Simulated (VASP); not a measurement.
# Lattice vibrations of Selenium, part 2 of 3

Aim: the phonon dispersion and thermal properties of Selenium. The start is a cell from a database of measured crystal structures.

VASP 6.6.1; LDA; plane waves and PAW (Se).

So far. Step 2 (Relax the host): An edge changed by 10 % against the database cell. Step 3 (Relax the host again, on a new basis): The start already met the threshold, so nothing moved. The relaxed cell has a = 3.949, c = 5.128 Å (conventional setting).

**4. Tight relaxation**

Force constants are second derivatives, so residual forces and stress must first be far smaller than in an ordinary relaxation. Mesh differs from the relaxation before, which can move the cell too.

INCAR reads:

```
SYSTEM = Se
PREC = Accurate
ENCUT = 350
EDIFF = 1E-08
NELM = 120
ISMEAR = 0
SIGMA = 0.05
LREAL = .FALSE.
ALGO = Fast
GGA = CA
NBANDS = 15
LORBIT = 11
LWAVE = .FALSE.
LCHARG = .FALSE.
KPAR = 4
IBRION = 1
NSW = 30
ISIF = 3
EDIFFG = -0.002
POTIM = 0.4
```

POSCAR reads:

```
Se
1.0
    3.9494156212      0.0000000000      0.0000000000
   -1.9747078106      3.4202942581      0.0000000000
    0.0000000000      0.0000000000      5.1284436561
Se
3
Direct
    0.7446979312      0.7446979312      0.0000000000
    0.0000000000      0.2553020688      0.6666666667
    0.2553020688      0.0000000000      0.3333333333
```

KPOINTS reads:

```
Automatic mesh
0
Gamma
8 8 5
0 0 0
```

Potentials, in the order of the species: Se (LDA family, release 64).

Command:

```console
> mpirun -np 4 vasp_std
```

The program printed:

```text
[... set-up lines as in an earlier step ...]
 entering main loop
       N       E                     dE             d eps       ncg     rms          rms(c)
DAV:   1     0.633836556719E+02    0.63384E+02   -0.58971E+03  1200   0.737E+02
DAV:   2    -0.874959172709E+01   -0.72133E+02   -0.68980E+02  1608   0.147E+02
DAV:   3    -0.125413267378E+02   -0.37917E+01   -0.37779E+01  1403   0.378E+01
DAV:   4    -0.125643664907E+02   -0.23040E-01   -0.23036E-01  1641   0.355E+00
DAV:   5    -0.125645096269E+02   -0.14314E-03   -0.14314E-03  1452   0.262E-01    0.763E+00
RMM:   6    -0.125018691178E+02    0.62641E-01   -0.27202E-02  1200   0.936E-01    0.459E+00
RMM:   7    -0.124789583889E+02    0.22911E-01   -0.50607E-02  1200   0.141E+00    0.192E-01
RMM:   8    -0.124780387669E+02    0.91962E-03   -0.52721E-03  1200   0.502E-01    0.336E-02
RMM:   9    -0.124780679365E+02   -0.29170E-04   -0.35917E-04  1201   0.154E-01    0.278E-02
RMM:  10    -0.124780711497E+02   -0.32133E-05   -0.48600E-05  1202   0.534E-02    0.161E-02
RMM:  11    -0.124780712351E+02   -0.85406E-07   -0.13198E-05  1200   0.251E-02    0.544E-03
RMM:  12    -0.124780713788E+02   -0.14361E-06   -0.20163E-06  1207   0.930E-03    0.167E-03
RMM:  13    -0.124780714129E+02   -0.34131E-07   -0.41876E-07  1203   0.422E-03    0.617E-04
RMM:  14    -0.124780714180E+02   -0.50812E-08   -0.69463E-08   980   0.162E-03
   1 F= -.12478071E+02 E0= -.12478071E+02  d E =-.124781E+02
 BRION: g(F)=  0.514E-04 g(S)=  0.639E-05
 bond charge predicted
       N       E                     dE             d eps       ncg     rms          rms(c)
DAV:   1    -0.124781273920E+02   -0.55979E-04   -0.19214E-03  1648   0.244E-01    0.235E-02
RMM:   2    -0.124781264099E+02    0.98211E-06   -0.81053E-05  1200   0.585E-02    0.876E-03
RMM:   3    -0.124781239341E+02    0.24757E-05   -0.95559E-06  1200   0.210E-02    0.463E-03
RMM:   4    -0.124781235872E+02    0.34690E-06   -0.25130E-06  1200   0.935E-03    0.189E-03
RMM:   5    -0.124781235995E+02   -0.12204E-07   -0.18573E-07  1200   0.315E-03    0.761E-04
RMM:   6    -0.124781236010E+02   -0.15608E-08   -0.39140E-08  1018   0.133E-03
   2 F= -.12478124E+02 E0= -.12478124E+02  d E =-.521830E-04
[...]
3 F= -.12478138E+02 E0= -.12478138E+02  d E =-.145768E-04
[...]
4 F= -.12478220E+02 E0= -.12478220E+02  d E =-.813763E-04
[...]
5 F= -.12478262E+02 E0= -.12478262E+02  d E =-.424298E-04
 BRION: g(F)=  0.440E-08 g(S)=  0.154E-05 retain N=  1 mean eig= 4.71
 eig:   4.713
 bond charge predicted
       N       E                     dE             d eps       ncg     rms          rms(c)
DAV:   1    -0.124782634217E+02   -0.14405E-05   -0.12769E-04  1662   0.641E-02    0.631E-03
RMM:   2    -0.124782626920E+02    0.72970E-06   -0.52019E-06  1200   0.149E-02    0.351E-03
RMM:   3    -0.124782622931E+02    0.39889E-06   -0.13297E-06  1200   0.691E-03    0.129E-03
RMM:   4    -0.124782622889E+02    0.42045E-08   -0.13016E-07  1200   0.244E-03    0.612E-04
RMM:   5    -0.124782622886E+02    0.33185E-09   -0.14980E-08   837   0.817E-04
   6 F= -.12478262E+02 E0= -.12478262E+02  d E =-.304649E-06
 BRION: g(F)=  0.350E-07 g(S)=  0.104E-05 retain N=  1 mean eig= 1.73
 eig:   1.728
 reached required accuracy - stopping structural energy minimisation
```

Run time: 19 s. Hardware: 4 MPI ranks of AMD EPYC 7R43, shared host; peak memory 0.44 GiB; 72 s of CPU time.

From OUTCAR (step 4):

```text
 Found     40 irreducible k-points:

   k-points           NKPTS =     40   k-points in BZ     NKDIM =     40   number of bands    NBANDS=     15

   NELECT =      18.0000    total number of electrons

 E-fermi :   4.5692

 k-point     1 :       0.0000    0.0000    0.0000
  band No.  band energies     occupation
    ...
      5       1.0467      2.00000
      6       1.0468      2.00000
      7       2.4831      2.00000
      8       2.4831      2.00000
      9       3.7403      2.00000
     10       5.7644      0.00000
     11       5.7644      0.00000
     12       6.4453      0.00000
     13      10.6373      0.00000
     14      10.6373      0.00000
    ...

 k-point     2 :       0.1250   -0.0000    0.0000
  band No.  band energies     occupation
    ...
      5       0.5230      2.00000
      6       0.8974      2.00000
      7       2.7569      2.00000
      8       3.1724      2.00000
      9       3.7555      2.00000
     10       5.5031      0.00000
     11       5.7084      0.00000
     12       6.3761      0.00000
     13      10.3583      0.00000
     14      10.5897      0.00000
    ...

  Total       -0.0054508     -0.0054508      0.0046383      0.0000000      0.0000000     -0.0000000
  in kB       -0.1265250     -0.1265250      0.1076651      0.0000000      0.0000000     -0.0000000
  external PRESSURE =      -0.0484616 kB  Pullay stress =       0.0000000 kB

  energy-cutoff  :      350.00
  volume of cell :       69.02
      direct lattice vectors                 reciprocal lattice vectors
     3.941925920  0.000000000 -0.000000000     0.253683103  0.146464008  0.000000000
    -1.970962960  3.413807987 -0.000000000    -0.000000000  0.292928016  0.000000000
     0.000000000 -0.000000000  5.129137748     0.000000000  0.000000000  0.194964544

 POSITION                                       TOTAL-FORCE (eV/Angst)
 -----------------------------------------------------------------------------------
      1.46541      2.53817     -0.00000        -0.000275     -0.000476      0.000000
     -0.50555      0.87564      3.41943        -0.000275      0.000476     -0.000000
      1.01110      0.00000      1.70971         0.000550      0.000000     -0.000000
 -----------------------------------------------------------------------------------
    total drift:                                0.000005      0.000008      0.000000

  FREE ENERGIE OF THE ION-ELECTRON SYSTEM (eV)
  ---------------------------------------------------
  free  energy   TOTEN  =       -12.4782622886 eV

  energy  without entropy=      -12.4782622886  energy(sigma->0) =      -12.47826229

 total charge
# of ion       s       p       d       tot
------------------------------------------
    1        1.532   2.137   0.060   3.728
    2        1.532   2.137   0.060   3.728
    3        1.532   2.137   0.060   3.728
--------------------------------------------------
tot          4.595   6.411   0.179  11.184

[... 7 parts as in an earlier step ...]

[... 6 further parts left out ...]
```

The steps of the relaxation:

```
step  energy less that of the first step (eV)  largest force (eV/Å)  pressure (GPa)  volume (Å³)
   1                                   0.0000                0.0211           -0.02        69.28
   2                                  -0.0001                0.0161           -0.04        69.25
   3                                  -0.0001                0.0154           -0.03        69.23
   4                                  -0.0001                0.0079           -0.02        69.14
   5                                  -0.0002                0.0002            0.00        69.01
   6                                  -0.0002                0.0005            0.00        69.02
```

| conventional cell, symmetrised | before | after | change |
| --- | --- | --- | --- |
| a (Å) | 3.949 | 3.942 | -0.2 % |
| b (Å) | 3.949 | 3.942 | -0.2 % |
| c (Å) | 5.128 | 5.129 | +0.0 % |
| volume (Å³/atom) | 23.09 | 23.01 | -0.4 % |

The relaxed structure:

```xyz
3
Lattice="3.9419 0.0000 0.0000 -1.9710 3.4138 0.0000 0.0000 0.0000 5.1291" Properties=species:S:1:pos:R:3 pbc="T T T"
Se    1.4654    2.5382    0.0000
Se   -0.5056    0.8756    3.4194
Se    1.0111    0.0000    1.7097
```

Numbers from this step:

```
electronic cycles              : 44
free energy (TOTEN)            : -12.48 eV
Fermi energy                   : 4.569 eV
pressure                       : -0.004846 GPa
gap on the k-mesh              : 0.8680 eV
least direct gap on the k-mesh : 1.064 eV
```

The run ended after 6 ionic steps, 0.000 eV below its first step, once forces and stress met EDIFFG = -0.002.

**5. Force constants in the supercell**

System of this step: Selenium. The cell holds 54 atoms: 54 Se. Cell: a = 11.826 Å, b = 11.826 Å, c = 10.258 Å, α = 90.0°, β = 90.0°, γ = 120.0°. It derives from Se (Selenium).

Each independent atom is moved by 0.015 Å both ways; the forces give the force constants out to half the supercell.

INCAR reads:

```
SYSTEM = Se
PREC = Accurate
ENCUT = 350
EDIFF = 1E-07
NELM = 120
ISMEAR = 0
SIGMA = 0.05
LREAL = Auto
ALGO = Fast
GGA = CA
NBANDS = 200
LWAVE = .FALSE.
LCHARG = .FALSE.
KPAR = 4
IBRION = 6
NSW = 1
NFREE = 2
POTIM = 0.015
ISIF = 0
ADDGRID = .TRUE.
```

POSCAR reads:

```
Se
1.0
   11.8257777612      0.0000000000      0.0000000000
   -5.9128888806     10.2414239610      0.0000000000
    0.0000000000      0.0000000000     10.2582754954
Se
54
Direct
    0.2478334763      0.2478334763      0.0000000000
    0.2478334763      0.2478334763      0.5000000000
    0.2478334763      0.5811668096      0.0000000000
    0.2478334763      0.5811668096      0.5000000000
    0.2478334763      0.9145001429      0.0000000000
    0.2478334763      0.9145001429      0.5000000000
    0.5811668096      0.2478334763      0.0000000000
    0.5811668096      0.2478334763      0.5000000000
    0.5811668096      0.5811668096      0.0000000000
    0.5811668096      0.5811668096      0.5000000000
    0.5811668096      0.9145001429      0.0000000000
    0.5811668096      0.9145001429      0.5000000000
    0.9145001429      0.2478334763      0.0000000000
    0.9145001429      0.2478334763      0.5000000000
    0.9145001429      0.5811668096      0.0000000000
    0.9145001429      0.5811668096      0.5000000000
    0.9145001429      0.9145001429      0.0000000000
    0.9145001429      0.9145001429      0.5000000000
    0.0000000000      0.0854998571      0.3333333334
    0.0000000000      0.0854998571      0.8333333333
    0.0000000000      0.4188331904      0.3333333334
    0.0000000000      0.4188331904      0.8333333333
    0.0000000000      0.7521665237      0.3333333334
    0.0000000000      0.7521665237      0.8333333333
    0.3333333333      0.0854998571      0.3333333334
    0.3333333333      0.0854998571      0.8333333333
    0.3333333333      0.4188331904      0.3333333334
    0.3333333333      0.4188331904      0.8333333333
    0.3333333333      0.7521665237      0.3333333334
    0.3333333333      0.7521665237      0.8333333333
    0.6666666667      0.0854998571      0.3333333334
    0.6666666667      0.0854998571      0.8333333333
    0.6666666667      0.4188331904      0.3333333334
    0.6666666667      0.4188331904      0.8333333333
    0.6666666667      0.7521665237      0.3333333334
    0.6666666667      0.7521665237      0.8333333333
    0.0854998571      0.0000000000      0.1666666666
    0.0854998571      0.0000000000      0.6666666666
    0.0854998571      0.3333333333      0.1666666666
    0.0854998571      0.3333333333      0.6666666666
    0.0854998571      0.6666666667      0.1666666666
    0.0854998571      0.6666666667      0.6666666666
    0.4188331904      0.0000000000      0.1666666666
    0.4188331904      0.0000000000      0.6666666666
    0.4188331904      0.3333333333      0.1666666666
    0.4188331904      0.3333333333      0.6666666666
    0.4188331904      0.6666666667      0.1666666666
    0.4188331904      0.6666666667      0.6666666666
    0.7521665237      0.0000000000      0.1666666666
    0.7521665237      0.0000000000      0.6666666666
    0.7521665237      0.3333333333      0.1666666666
    0.7521665237      0.3333333333      0.6666666666
    0.7521665237      0.6666666667      0.1666666666
    0.7521665237      0.6666666667      0.6666666666
```

KPOINTS reads:

```
Automatic mesh
0
Gamma
2 2 2
0 0 0
```

Command:

```console
> mpirun -np 4 vasp_std
```

The program printed:

```text
[banner, memory and clock lines left out]
running    4 mpi-ranks, on    1 nodes
 distrk:  each k-point on    1 cores,    4 groups
 distr:  one band on    1 cores,    1 groups

 POSCAR found type information on POSCAR Se
 POSCAR found :  1 types and      54 ions
 LDA part: xc-table for (Slater(with rela. corr.)+CA(PZ))
 , standard interpolation
 POSCAR, INCAR and KPOINTS ok, starting setup
 FFT: planning ... GRIDC
 FFT: planning ... GRID_SOFT
 FFT: planning ... GRID
 WAVECAR not read
 entering main loop
       N       E                     dE             d eps       ncg     rms          rms(c)
DAV:   1     0.153265136215E+04    0.15327E+04   -0.10759E+05  1600   0.102E+03
DAV:   2    -0.662778976898E+02   -0.15989E+04   -0.15341E+04  1960   0.205E+02
DAV:   3    -0.220205893895E+03   -0.15393E+03   -0.15025E+03  1856   0.659E+01
DAV:   4    -0.225871745057E+03   -0.56659E+01   -0.55745E+01  2128   0.113E+01
DAV:   5    -0.226074369088E+03   -0.20262E+00   -0.20119E+00  2152   0.190E+00    0.324E+01
RMM:   6    -0.224951439255E+03    0.11229E+01   -0.65320E-01  1600   0.138E+00    0.195E+01
RMM:   7    -0.224539916102E+03    0.41152E+00   -0.13405E+00  1600   0.207E+00    0.738E-01
RMM:   8    -0.224527388317E+03    0.12528E-01   -0.20541E-01  1627   0.820E-01    0.154E-01
RMM:   9    -0.224533753669E+03   -0.63654E-02   -0.67720E-02  1876   0.296E-01    0.166E-01
RMM:  10    -0.224534003998E+03   -0.25033E-03   -0.62929E-03  1837   0.108E-01    0.502E-02
RMM:  11    -0.224534106540E+03   -0.10254E-03   -0.12613E-03  1831   0.451E-02    0.939E-03
RMM:  12    -0.224534124972E+03   -0.18432E-04   -0.22637E-04  1798   0.200E-02    0.763E-03
RMM:  13    -0.224534130760E+03   -0.57885E-05   -0.66820E-05  1922   0.981E-03    0.215E-03
RMM:  14    -0.224534131823E+03   -0.10630E-05   -0.11801E-05  1869   0.423E-03    0.112E-03
RMM:  15    -0.224534132121E+03   -0.29806E-06   -0.33563E-06  1577   0.213E-03    0.956E-04
RMM:  16    -0.224534132173E+03   -0.51534E-07   -0.64952E-07  1239   0.102E-03
   1 F= -.22453413E+03 E0= -.22453412E+03  d E =-.271640E-04
 Found     2 degrees of freedom:
 Finite differences POTIM= 0.01500 DOF=   2
 bond charge predicted
       N       E                     dE             d eps       ncg     rms          rms(c)
DAV:   1    -0.224532934684E+03    0.11974E-02   -0.18638E-01  3616   0.687E-01    0.151E-01
RMM:   2    -0.224533507501E+03   -0.57282E-03   -0.73664E-03  3201   0.139E-01    0.397E-02
RMM:   3    -0.224533633009E+03   -0.12551E-03   -0.13208E-03  3513   0.549E-02    0.300E-02
RMM:   4    -0.224533644326E+03   -0.11317E-04   -0.22839E-04  3586   0.205E-02    0.869E-03
RMM:   5    -0.224533648942E+03   -0.46167E-05   -0.59527E-05  4002   0.874E-03    0.425E-03
RMM:   6    -0.224533649522E+03   -0.57937E-06   -0.78091E-06  3740   0.330E-03    0.158E-03
RMM:   7    -0.224533649661E+03   -0.13900E-06   -0.18691E-06  2910   0.144E-03    0.800E-04
RMM:   8    -0.224533649693E+03   -0.32300E-07   -0.35184E-07  2160   0.692E-04
   2 F= -.22453365E+03 E0= -.22453364E+03  d E =-.273993E-04
[...]
3 F= -.22453353E+03 E0= -.22453352E+03  d E =-.271470E-04
[...]
4 F= -.22453337E+03 E0= -.22453335E+03  d E =-.273485E-04
 Finite differences progress:
  Degree of freedom:   2/  2
  Displacement:        1/  2
  Total:               3/  4
 bond charge predicted
       N       E                     dE             d eps       ncg     rms          rms(c)
DAV:   1    -0.224531248220E+03    0.21197E-02   -0.44070E-01  3528   0.912E-01    0.302E-01
RMM:   2    -0.224533007457E+03   -0.17592E-02   -0.21713E-02  3204   0.214E-01    0.971E-02
RMM:   3    -0.224533331946E+03   -0.32449E-03   -0.34189E-03  3507   0.829E-02    0.462E-02
RMM:   4    -0.224533357080E+03   -0.25133E-04   -0.53185E-04  3477   0.321E-02    0.113E-02
RMM:   5    -0.224533366107E+03   -0.90271E-05   -0.13333E-04  3760   0.135E-02    0.945E-03
RMM:   6    -0.224533367422E+03   -0.13158E-05   -0.20152E-05  3674   0.560E-03    0.219E-03
RMM:   7    -0.224533367859E+03   -0.43667E-06   -0.50050E-06  3551   0.243E-03    0.113E-03
RMM:   8    -0.224533367931E+03   -0.71941E-07   -0.79568E-07  2497   0.104E-03
   5 F= -.22453337E+03 E0= -.22453335E+03  d E =-.273476E-04
 Finite differences progress:
  Degree of freedom:   2/  2
  Displacement:        2/  2
  Total:               4/  4
```

Wall time 47 min (4 MPI ranks); peak memory 6.8 GiB; 3.2 h of CPU time.

[end of part 2 of 3]

[Lines on the potential files, build, host, timing and source positions are cut from VASP's logs without a mark.]

[Logs are printed without paths, hosts, clocks, repeated set-up lines and the standing remarks that a program may print on its own settings, such as how far it seeks lower states.]

[Hosts, paths, dates, database ids (printed as entryN), source tags and the programs' standing remarks are cut or masked in the printed files.]

[Runs that stopped without an error message from VASP are left out.]
